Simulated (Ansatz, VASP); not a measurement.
# Na2CaMg2TiAl4FeSi16O45 (glassy 67SiO2-8Al2O3-4FeO-8MgO-4CaO-4Na2O-4TiO2 (mol %)) in two plane-wave programs, part 2 of 3

Wanted: the spread between two codes on one cell, functional and k mesh. Of the first pair: The structure shown is the start of the Ansatz relaxation below; VASP solves that cell, so the two are compared at the walk's first step.

VASP 6.6.1 and Ansatz 0.2.0.

So far: Set-up; Ansatz: relaxation, PBE.

### 3. VASP: single point, PBE, start cell, pair 1

Level of this step: PBE, spin-polarised from a ferromagnetic start; plane waves and PAW (Si, Al, Fe, Mg, Ca_sv, Na_pv, Ti_sv, O) (VASP).

The same cell, functional, mesh and smearing now go to VASP, with its own data sets.

Lines of VASP's logs that name or quote its potential files are left out, and so is its time.

INCAR reads:

```
SYSTEM = Na2CaMg2TiAl4FeSi16O45
PREC = Accurate
ENCUT = 520
EDIFF = 1E-06
NELM = 200
ISMEAR = -1
SIGMA = 0.025
LREAL = Auto
ALGO = Normal
GGA = PE
NBANDS = 248
ISPIN = 2
MAGMOM = 0 -0 0 0 0 0 0 0 0 0 0 -0 0 0 0 0 0 0 0 0 3.23 0 0 -0 -0 -0 0 -0 0 0 -0 0 0.07 0 0 0 0 -0 -0 0.05 -0 -0 -0 0 0 0 0 0 0 0.06 0 0 0 0 0 0 0 0 0 0 -0 0 0.02 0.03 0 0 0 0 0 0 0 -0
LASPH = .TRUE.
LMAXMIX = 4
LORBIT = 11
LWAVE = .FALSE.
LCHARG = .FALSE.
ISIF = 2
GGA_COMPAT = .FALSE.
NCORE = 2
```

POSCAR reads:

```
Na2CaMg2TiAl4FeSi16O45
1.0
    9.8234500000      0.0000000000      0.0000000000
    0.0000000000      9.8234500000      0.0000000000
    0.0000000000      0.0000000000      9.8234500000
Si Al Fe Mg Ca Na Ti O
16 4 1 2 1 2 1 45
Direct
    0.1993291563      0.7824440497      0.9046821636
    0.0913324748      0.1104703541      0.6439896370
    0.9177223888      0.9261613791      0.8384630654
    0.0310074363      0.7339987479      0.3702263461
    0.7739745202      0.5701764655      0.4645720190
    0.9003965002      0.2409438639      0.3141869710
    0.6795677690      0.0614448081      0.4318849284
    0.3544172363      0.3886923637      0.8626093684
    0.3188798233      0.4537204343      0.5547949040
    0.3481058080      0.2686428902      0.2808483781
    0.5403498771      0.1503545089      0.9167145962
    0.1227165609      0.0349266296      0.3184319155
    0.2516427528      0.7405952084      0.5801220549
    0.4625462541      0.8691142114      0.0559477577
    0.0900498297      0.5014938744      0.9444747008
    0.5861179117      0.5768034652      0.9729677455
    0.0073395803      0.4291669424      0.6649395070
    0.6854618286      0.8288126880      0.6588214935
    0.6474609226      0.3783904840      0.2360881360
    0.0945289079      0.4628007472      0.2342557859
    0.8190808728      0.3916139442      0.0152594048
    0.7349658216      0.0995780505      0.0935516545
    0.8266749462      0.6298194626      0.7390784297
    0.5364205040      0.7955148140      0.4205447170
    0.1815451802      0.1254650861      0.9890109890
    0.6992858924      0.3145534410      0.6948882521
    0.4117087174      0.0147707781      0.6340338679
    0.0912306776      0.7279621721      0.5269940805
    0.1641378538      0.4681960004      0.5952491233
    0.4427670523      0.5054741460      0.9363512819
    0.9889499107      0.9969308135      0.7071955372
    0.7949549293      0.1811787101      0.4361502324
    0.6686754653      0.2452498868      0.9539520230
    0.5449409322      0.0065353822      0.0080623406
    0.4233034219      0.8526027007      0.2183550586
    0.1801505581      0.6351230983      0.9758486072
    0.2341539887      0.3590388306      0.1962854191
    0.0534231864      0.8520733551      0.8993887076
    0.2704141620      0.1070805063      0.2728572956
    0.7893153627      0.2818663504      0.1992171793
    0.0670945544      0.8799963353      0.2984287598
    0.6546172679      0.5039675470      0.1095338196
    0.5156335096      0.8523176684      0.6737856863
    0.1914907695      0.3860150965      0.8876514870
    0.5006082384      0.2874753778      0.2314054635
    0.6959876622      0.6761372023      0.5658806224
    0.8778280543      0.6690215759      0.3754281846
    0.5605260881      0.7371544620      0.0127857321
    0.6690215759      0.4700792491      0.3859947371
    0.6867444737      0.5394337020      0.8517781431
    0.4022008561      0.2456774351      0.9309662084
    0.7315556144      0.9350889962      0.5252940667
    0.3479531122      0.3378039284      0.4339310527
    0.5294168546      0.1074673358      0.7635708432
    0.8726669347      0.0358428047      0.9498088757
    0.9904565097      0.3728934336      0.3520555406
    0.5234311774      0.0752281530      0.4907237274
    0.2388672004      0.7387832177      0.7482503601
    0.3220660766      0.8660399351      0.9667275753
    0.2463391171      0.0920450555      0.7061572055
    0.0979187556      0.0800329823      0.4809104744
    0.9988344217      0.1265848556      0.2485277576
    0.9934595280      0.5343133013      0.8195694995
    0.0071665250      0.4549521808      0.0806132265
    0.3643628257      0.6211361589      0.5317378314
    0.6845049346      0.0194229115      0.2752902494
    0.3916037645      0.4015391741      0.6998152380
    0.8005741364      0.8198748912      0.7909237590
    0.8663351470      0.4920979900      0.5794807323
    0.1235411184      0.6147636523      0.2961485018
    0.3078246441      0.8828466577      0.5211509195
    0.0147198795      0.2519074256      0.6815528149
```

KPOINTS reads:

```
Automatic mesh
0
Gamma
1 1 1
0 0 0
```

PAW data sets: Si, Al, Fe, Mg, Ca_sv, Na_pv, Ti_sv and O (PBE family, release 64).

Command:

```
mpirun -np 8 vasp_gam
```

Numbers of over 12 decimals in the logs are rounded to 6 here.

Output:

```text
[banner, memory and clock lines left out]
running    8 mpi-ranks, on    1 nodes
[...]
LDA part: xc-table for (Slater+PW92), standard interpolation
 POSCAR, INCAR and KPOINTS ok, starting setup
[...]
entering main loop
       N       E                     dE             d eps       ncg     rms          rms(c)
DAV:   1     0.457683013599E+04    0.45768E+04   -0.22263E+05  1000   0.164E+03
DAV:   2    -0.162303965208E+02   -0.45931E+04   -0.43277E+04  1184   0.432E+02
DAV:   3    -0.592131397759E+03   -0.57590E+03   -0.56603E+03  1128   0.172E+02
DAV:   4    -0.621754464104E+03   -0.29623E+02   -0.29284E+02  1296   0.437E+01
[...]
DAV:  27    -0.535150871052E+03    0.13893E-05   -0.43185E-05  1328   0.274E-02    0.218E-02
DAV:  28    -0.535150872354E+03   -0.13013E-05   -0.22492E-05  1368   0.184E-02    0.135E-02
DAV:  29    -0.535150871973E+03    0.38100E-06   -0.26860E-06   832   0.740E-03
   1 F= -.53515087E+03 E0= -.53515085E+03  d E =-.394040E-04  mag=     3.9998
```

From OUTCAR (step 3):

```text
  Total       12.0298401      7.6694680     13.1785386    -12.9736748     -0.4700873     12.3188581
  in kB       20.3319166     12.9623489     22.2733590    -21.9271140     -0.7945057     20.8203927
  external PRESSURE =      18.5225415 kB  Pullay stress =       0.0000000 kB

 POSITION                                       TOTAL-FORCE (eV/Angst)
 -----------------------------------------------------------------------------------
      1.95810      7.68630      8.88710        -0.047799     -1.725024     -2.273848
      0.89720      1.08520      6.32620        -0.435870     -0.470768     -0.545037
      9.01520      9.09810      8.23660         1.545006      2.777654      1.119235
      0.30460      7.21040      3.63690         2.335001     -1.998591      0.031475
      7.60310      5.60110      4.56370         1.263754     -0.202755     -0.766480
      8.84500      2.36690      3.08640         0.745490     -0.407330      2.649656
      6.67570      0.60360      4.24260         0.838741     -1.280104     -1.220192
      3.48160      3.81830      8.47380         1.557580      0.009504     -0.647852
      3.13250      4.45710      5.45000         0.105802     -0.489486      0.251112
[...]
0.52480      8.37030      8.83510        -0.185653     -0.318392      1.189065
      2.65640      1.05190      2.68040         0.102787      0.321222     -0.148972
      7.75380      2.76890      1.95700         0.198373     -0.543983     -1.890513
      0.65910      8.64460      2.93160         0.109206     -0.037185     -0.332798
[...]
-----------------------------------------------------------------------------------
    total drift:                                0.006951     -0.008327      0.005808

  FREE ENERGIE OF THE ION-ELECTRON SYSTEM (eV)
  ---------------------------------------------------
  free  energy   TOTEN  =      -535.1508719725 eV

  energy  without entropy=     -535.1508325685  energy(sigma->0) =     -535.15085227

 magnetization (x)
# of ion       s       p       d       tot
------------------------------------------
    1        0.000   0.000   0.000   0.000
    2       -0.000  -0.000   0.000  -0.000
    3        0.000   0.000   0.000   0.000
    4       -0.000   0.000   0.000  -0.000
    5        0.000   0.000   0.000   0.000
    6        0.000   0.001   0.000   0.002
    7       -0.000   0.000   0.000  -0.000
    8        0.000   0.000   0.000   0.000
    9        0.000   0.000   0.000   0.000
   10       -0.000   0.000   0.000   0.000
   11        0.002   0.003   0.000   0.005
   12       -0.000  -0.000   0.000  -0.000
   13        0.000   0.000   0.000   0.000
[...]
--------------------------------------------------
tot          0.047   0.296   3.487   3.830

[... 3 further parts left out ...]
[key lines of the parts left out:]
E-fermi :   3.0470
```

The cell holds one magnetic atom, so no antiferromagnetic order fits into it.

### 4. Side by side

Known differences besides the potentials themselves: VASP starts from the moments at which Ansatz ended; the data sets hold 422 valence electrons in Ansatz (on its default PAW (the set named soft_2) files) and 394 in VASP; the cutoff is 420 eV in Ansatz and 520 eV in VASP (PREC = Accurate, projectors in real space). Total energies have different zeros and are not compared.

Forces on 9 of the 72 atoms, those with the largest forces and the largest differences (eV/Å; atoms numbered as in POSCAR):

```
atom          Ansatz x, y, z            VASP x, y, z
 Si3     1.529, 2.823, 1.135     1.545, 2.778, 1.119
 Si4    2.360, -2.030, 0.066    2.335, -1.999, 0.031
Si12    -0.122, 1.969, 2.765    -0.113, 1.947, 2.748
Si14   -0.161, -2.214, 4.006   -0.130, -2.197, 3.945
Al17   2.572, -1.401, -1.149   2.549, -1.384, -1.157
Al20    0.805, -2.429, 1.629    0.803, -2.463, 1.613
 O55   -0.822, -0.056, 0.520    -0.870, 0.010, 0.597
 O63  -2.421, -0.404, -1.758  -2.477, -0.400, -1.826
 O66  -0.267, -0.277, -0.994  -0.259, -0.283, -1.102
```

The forces differ by 26 meV/Å r.m.s., which is 2.5 % of the r.m.s. force of 1.069 eV/Å (both taken over all components). Moments aren't recorded for both runs of this pair, so they may hold unlike magnetic states.

### 5. Ansatz: relaxation, PBE

This run makes the geometry at which the two programs are then compared. The cell compared in this pair holds 977.89 Å³, against 947.96 Å³ for the pair before.

The structure compared here is the end of the Ansatz relaxation.

input.yaml reads:

```yaml
crystal:
  lattice:
    - [9.82345, 0.0, 0.0]
    - [0.0, 9.82345, 0.0]
    - [0.0, 0.0, 9.82345]
  atoms:
    - { symbol: Si, position: [0.19933, 0.78244, 0.90468] }
    - { symbol: Si, position: [0.09133, 0.11047, 0.64399] }
    - { symbol: Si, position: [0.91772, 0.92616, 0.83846] }
    - { symbol: Si, position: [0.03101, 0.734, 0.37023] }
    - { symbol: Si, position: [0.77397, 0.57018, 0.46457] }
    - { symbol: Si, position: [0.9004, 0.24094, 0.31419] }
    - { symbol: Si, position: [0.67957, 0.06144, 0.43188] }
    - { symbol: Si, position: [0.35442, 0.38869, 0.86261] }
    - { symbol: Si, position: [0.31888, 0.45372, 0.55479] }
    - { symbol: Si, position: [0.34811, 0.26864, 0.28085] }
    - { symbol: Si, position: [0.54035, 0.15035, 0.91671] }
    - { symbol: Si, position: [0.12272, 0.03493, 0.31843] }
    - { symbol: Si, position: [0.25164, 0.7406, 0.58012] }
    - { symbol: Si, position: [0.46255, 0.86911, 0.05595] }
    - { symbol: Si, position: [0.09005, 0.50149, 0.94447] }
    - { symbol: Si, position: [0.58612, 0.5768, 0.97297] }
    - { symbol: Al, position: [0.00734, 0.42917, 0.66494] }
    - { symbol: Al, position: [0.68546, 0.82881, 0.65882] }
    - { symbol: Al, position: [0.64746, 0.37839, 0.23609] }
    - { symbol: Al, position: [0.09453, 0.4628, 0.23426] }
    - { symbol: Fe, position: [0.81908, 0.39161, 0.01526], spin: 4.0 }
    - { symbol: Mg, position: [0.73497, 0.09958, 0.09355] }
    - { symbol: Mg, position: [0.82667, 0.62982, 0.73908] }
    - { symbol: Ca, position: [0.53642, 0.79551, 0.42054] }
    - { symbol: Na, position: [0.18155, 0.12547, 0.98901] }
    - { symbol: Na, position: [0.69929, 0.31455, 0.69489] }
    - { symbol: Ti, position: [0.41171, 0.01477, 0.63403] }
    - { symbol: O, position: [0.09123, 0.72796, 0.52699] }
    - { symbol: O, position: [0.16414, 0.4682, 0.59525] }
    - { symbol: O, position: [0.44277, 0.50547, 0.93635] }
    - { symbol: O, position: [0.98895, 0.99693, 0.7072] }
    - { symbol: O, position: [0.79496, 0.18118, 0.43615] }
    - { symbol: O, position: [0.66868, 0.24525, 0.95395] }
    - { symbol: O, position: [0.54494, 0.00654, 0.00806] }
    - { symbol: O, position: [0.4233, 0.8526, 0.21835] }
    - { symbol: O, position: [0.18015, 0.63512, 0.97585] }
    - { symbol: O, position: [0.23415, 0.35904, 0.19629] }
    - { symbol: O, position: [0.05342, 0.85207, 0.89939] }
    - { symbol: O, position: [0.27041, 0.10708, 0.27286] }
    - { symbol: O, position: [0.78932, 0.28187, 0.19922] }
    - { symbol: O, position: [0.06709, 0.88, 0.29843] }
    - { symbol: O, position: [0.65462, 0.50397, 0.10953] }
    - { symbol: O, position: [0.51563, 0.85232, 0.67379] }
    - { symbol: O, position: [0.19149, 0.38602, 0.88765] }
    - { symbol: O, position: [0.50061, 0.28748, 0.23141] }
    - { symbol: O, position: [0.69599, 0.67614, 0.56588] }
    - { symbol: O, position: [0.87783, 0.66902, 0.37543] }
    - { symbol: O, position: [0.56053, 0.73715, 0.01279] }
    - { symbol: O, position: [0.66902, 0.47008, 0.38599] }
    - { symbol: O, position: [0.68674, 0.53943, 0.85178] }
    - { symbol: O, position: [0.4022, 0.24568, 0.93097] }
    - { symbol: O, position: [0.73156, 0.93509, 0.52529] }
    - { symbol: O, position: [0.34795, 0.3378, 0.43393] }
    - { symbol: O, position: [0.52942, 0.10747, 0.76357] }
    - { symbol: O, position: [0.87267, 0.03584, 0.94981] }
    - { symbol: O, position: [0.99046, 0.37289, 0.35206] }
    - { symbol: O, position: [0.52343, 0.07523, 0.49072] }
    - { symbol: O, position: [0.23887, 0.73878, 0.74825] }
    - { symbol: O, position: [0.32207, 0.86604, 0.96673] }
    - { symbol: O, position: [0.24634, 0.09205, 0.70616] }
    - { symbol: O, position: [0.09792, 0.08003, 0.48091] }
    - { symbol: O, position: [0.99883, 0.12658, 0.24853] }
    - { symbol: O, position: [0.99346, 0.53431, 0.81957] }
    - { symbol: O, position: [0.00717, 0.45495, 0.08061] }
    - { symbol: O, position: [0.36436, 0.62114, 0.53174] }
    - { symbol: O, position: [0.68451, 0.01942, 0.27529] }
    - { symbol: O, position: [0.3916, 0.40154, 0.69982] }
    - { symbol: O, position: [0.80057, 0.81988, 0.79092] }
    - { symbol: O, position: [0.86634, 0.4921, 0.57948] }
    - { symbol: O, position: [0.12354, 0.61476, 0.29615] }
    - { symbol: O, position: [0.30782, 0.88285, 0.52115] }
    - { symbol: O, position: [0.01472, 0.25191, 0.68155] }
magnetization:
  spin_polarized: true
kpoints:
  mp_grid: { grid: [1, 1, 1] }
hamiltonian:
  xc: pbe
scf:
  occupations: { method: fermi_dirac, width: 0.025 }
  lower_state_search: "off"
output:
  forces: true
relax:
  f_tol: 0.05
  max_steps: 150
  cell: {}
```

Command:

```
ansatz run input.yaml --threads 4 --pin off --max-ram 8192MiB --backend cpu --events-out ev --progress --plain --runs-dir out
```

Output:

```text
[...]
Crystal: 72 atoms, lattice volume = 947.965 Å³
Basis set: ecut = 420 eV, 18613 PW (Γ), exchange–correlation on 144×144×144 points (8 copies of the dense FFT grid, shifted against one another)
Bands: 285, of which v1, the nominal top of the filled ones, is band 211 counted from 1 (210 counted from 0)
Symmetry: 1 space group operations
[...]
k-points: 1
[...]
Starting moments: Σ|m| = 4 μB on 1 of 72 sites
[...]
- { symbol: O, position: [0.453008, 0.470004, 0.967608] }
    - { symbol: O, position: [1.028239, 1.009193, 0.775162] }
    - { symbol: O, position: [0.779871, 0.204642, 0.438384] }
    - { symbol: O, position: [0.699972, 0.209660, 0.962553] }
    - { symbol: O, position: [0.548529, -0.00720069, -0.024252] }
    - { symbol: O, position: [0.428279, 0.826842, 0.165336] }
[...]
- { symbol: O, position: [0.869877, 0.502180, 0.601800] }
    - { symbol: O, position: [0.084452, 0.660028, 0.234005] }
    - { symbol: O, position: [0.360981, 0.880574, 0.496334] }
    - { symbol: O, position: [0.031745, 0.241220, 0.655025] }
[key lines of the parts left out:]
P = ⅓ Tr σ = 0.0018 GPa (0.018 kbar)
```

(Continued in part 3 of 3.)

[Lines on the potential files, build, host, timing and source positions are cut from VASP's logs without a mark.]

[Logs are printed without paths, hosts, clocks, repeated set-up lines and the standing remarks that a program may print on its own settings, such as how far it seeks lower states.]

[Hosts, paths, dates, database ids (printed as entryN), source tags and the programs' standing remarks are cut or masked in the printed files.]
